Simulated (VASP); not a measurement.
Data:

```
Mg
1.0
    1.57501    -2.72800     0.00000
    1.57501     2.72800     0.00000
    0.00000     0.00000     5.03120
Mg
2
Direct
  0.33333   0.66667   0.25000
  0.66667   0.33333   0.75000
```

The numbers are results of PBE GGA with D3 dispersion (Becke-Johnson damping), VASP's PBE PAW potentials (set 64) (plane waves; VASP 6.6.1), not measurements. Run with 520 eV cut-off, 15×15×8 Γ-centred mesh, tetrahedra with Blöchl corrections, potentials Mg.

Problem. Estimate the energy per atom (σ→0), band gap (on the k-mesh) with the smallest direct gap where there is one.

Solution. 
| Item | Value |
|---|---|
| band gap (on the k-mesh) | none (metal, semimetal or under 0.01 eV) |
| energy per atom (σ→0) | -1.799 eV/atom |

Total energies compare only between runs with the same potentials, cut-off and functional.

The compound is Mg in the hcp structure. It was relaxed first, which changed the volume by -7 %.
